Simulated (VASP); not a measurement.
Output of a VASP run:

File OSZICAR:
```
       N       E                     dE             d eps       ncg     rms          rms(c)
DAV:   1     0.890687026129E+02    0.89069E+02   -0.90816E+03   762   0.126E+03
DAV:   2    -0.178900454442E+02   -0.10696E+03   -0.10221E+03   904   0.289E+02
DAV:   3    -0.223275744875E+02   -0.44375E+01   -0.44278E+01   864   0.618E+01
DAV:   4    -0.223583215980E+02   -0.30747E-01   -0.30744E-01   874   0.526E+00
DAV:   5    -0.223587696791E+02   -0.44808E-03   -0.44808E-03   884   0.596E-01    0.785E+00
DAV:   6    -0.193722624652E+02    0.29865E+01   -0.47380E+00   754   0.339E+01    0.643E+00
DAV:   7    -0.195089458678E+02   -0.13668E+00   -0.44448E-01   819   0.602E+00    0.366E+00
DAV:   8    -0.192547846283E+02    0.25416E+00   -0.32883E-01   769   0.673E+00    0.116E+00
DAV:   9    -0.194535316453E+02   -0.19875E+00   -0.18490E-01   764   0.535E+00    0.308E-01
DAV:  10    -0.195002972765E+02   -0.46766E-01   -0.57217E-02   759   0.297E+00    0.466E-01
DAV:  11    -0.195000960683E+02    0.20121E-03   -0.14032E-03   839   0.318E-01    0.466E-01
DAV:  12    -0.195011854025E+02   -0.10893E-02   -0.85671E-04   754   0.303E-01    0.447E-01
DAV:  13    -0.195000728054E+02    0.11126E-02   -0.91020E-03   754   0.920E-01    0.628E-01
DAV:  14    -0.195096792546E+02   -0.96064E-02   -0.78554E-03   759   0.654E-01    0.132E+00
DAV:  15    -0.195071099973E+02    0.25693E-02   -0.29610E-03   774   0.540E-01    0.101E+00
DAV:  16    -0.195062735416E+02    0.83646E-03   -0.26244E-03   754   0.409E-01    0.564E-01
DAV:  17    -0.195066586084E+02   -0.38507E-03   -0.27932E-03   754   0.404E-01    0.377E-02
DAV:  18    -0.195066266157E+02    0.31993E-04   -0.34325E-04   804   0.219E-01    0.267E-02
DAV:  19    -0.195067596758E+02   -0.13306E-03   -0.81489E-05   779   0.795E-02    0.101E-01
DAV:  20    -0.195068174826E+02   -0.57807E-04   -0.20641E-05   789   0.479E-02    0.132E-01
DAV:  21    -0.195068401061E+02   -0.22624E-04   -0.14927E-04   754   0.105E-01    0.246E-02
DAV:  22    -0.195068460374E+02   -0.59313E-05   -0.23262E-05   829   0.345E-02    0.143E-02
DAV:  23    -0.195068459063E+02    0.13106E-06   -0.86036E-07   764   0.951E-03    0.125E-02
DAV:  24    -0.195068449732E+02    0.93311E-06   -0.77540E-07   759   0.928E-03    0.329E-03
DAV:  25    -0.195068456192E+02   -0.64598E-06   -0.44158E-07   769   0.632E-03    0.878E-04
DAV:  26    -0.195068455219E+02    0.97340E-07   -0.15104E-08   502   0.168E-03
   1 F= -.19506846E+02 E0= -.19506846E+02  d E =-.995555E-13
```

File OUTCAR:
```
------------------------ aborting loop because EDIFF is reached ----------------------------------------
  FORCE on cell =-STRESS in cart. coord.  units (eV):
  Direction    XX          YY          ZZ          XY          YZ          ZX
  --------------------------------------------------------------------------------------
  Total       -0.4998524     -0.4998524     -0.4998524      0.0000000      0.0000000      0.0000000
  in kB      -14.8561388    -14.8561388    -14.8561388      0.0000000      0.0000000      0.0000000
  external PRESSURE =     -14.8561388 kB  Pullay stress =       0.0000000 kB
  volume of cell :       53.91
      direct lattice vectors                 reciprocal lattice vectors
     0.000000000  2.998279650  2.998279650    -0.166762297  0.166762297  0.166762297
     2.998279650  0.000000000  2.998279650     0.166762297 -0.166762297  0.166762297
     2.998279650  2.998279650  0.000000000     0.166762297  0.166762297 -0.166762297
  FREE ENERGIE OF THE ION-ELECTRON SYSTEM (eV)
  ---------------------------------------------------
  free  energy   TOTEN  =       -19.5068455219 eV

  energy  without entropy=      -19.5068455219  energy(sigma->0) =      -19.50684552
```
(Selected blocks of OUTCAR.)

**POSCAR**
```
CdS
1
    0.0000000000     2.9982796501     2.9982796501
    2.9982796501     0.0000000000     2.9982796501
    2.9982796501     2.9982796501     0.0000000000
Cd S
1 1
Direct
  0.0000000000   0.0000000000   0.0000000000
  0.2500000000   0.2500000000   0.2500000000
```

### Question
Write an INCAR and KPOINTS that could have produced this output.

### Answer
This is not unique; one that fits is the input of the run itself, TPSS meta-GGA, plane waves, VASP's PBE PAW potentials (set 64).

INCAR:
```
ALGO  =  Normal
EDIFF  =  1E-7
ENCUT  =  520
ISIF  =  2
ISMEAR  =  0
LASPH  =  .True.
LCHARG  =  .False.
LMAXMIX  =  4
LMIXTAU  =  .True.
LREAL  =  .False.
LWAVE  =  .False.
METAGGA  =  TPSS
NELM  =  100
PREC  =  Accurate
SIGMA  =  0.05
SYSTEM  =  CdS
```

File KPOINTS:
```
Regular mesh
0
Gamma
8 8 8
0 0 0
```

POTCAR, in this order: Cd S (PBE.64 set). Program: vasp_std.

The compound is CdS in the zinc blende structure, a metastable form; wurtzite is the usual one. This cell is one point of a volume scan, at 1.03 of the reference volume.
